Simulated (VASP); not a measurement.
Consider the following.

```
CELL_PARAMETERS angstrom
      0.00000     2.84500     2.84500
      2.84500     0.00000     2.84500
      2.84500     2.84500     0.00000
ATOMIC_POSITIONS crystal
  Ca 0.00000 0.00000 0.00000
  S  0.50000 0.50000 0.50000
```

Calculation: PBE GGA, VASP's PBE PAW potentials (set 64) (plane waves; VASP 6.6.1). Run with 300 eV cut-off, 10×10×10 Γ-centred mesh, Fermi-Dirac smearing of 0.020 eV, potentials Ca_sv S.

Problem. Give the energies of bands 6 to 11 at the high-symmetry points, in eV from the valence-band maximum.

Solution. 
```json
[
 {"band": "6", "Γ": "0.00", "X": "-2.28", "U": "-2.04", "L": "-3.10", "W": "-1.78"},
 {"band": "7", "Γ": "0.00", "X": "-0.81", "U": "-1.87", "L": "-1.16", "W": "-1.78"},
 {"band": "8", "Γ": "0.00", "X": "-0.81", "U": "-1.02", "L": "-1.16", "W": "-1.55"},
 {"band": "9", "Γ": "4.17", "X": "2.35", "U": "3.68", "L": "5.23", "W": "4.83"},
 {"band": "10", "Γ": "4.17", "X": "5.61", "U": "6.31", "L": "6.07", "W": "4.83"},
 {"band": "11", "Γ": "4.17", "X": "6.04", "U": "6.44", "L": "6.21", "W": "6.01"}
]
```

The gap is indirect, 2.35 eV, from the valence maximum at Γ to the conduction minimum at X.

The structure is a typed CaS crystal (Fm-3m). The cell was not relaxed at this level.
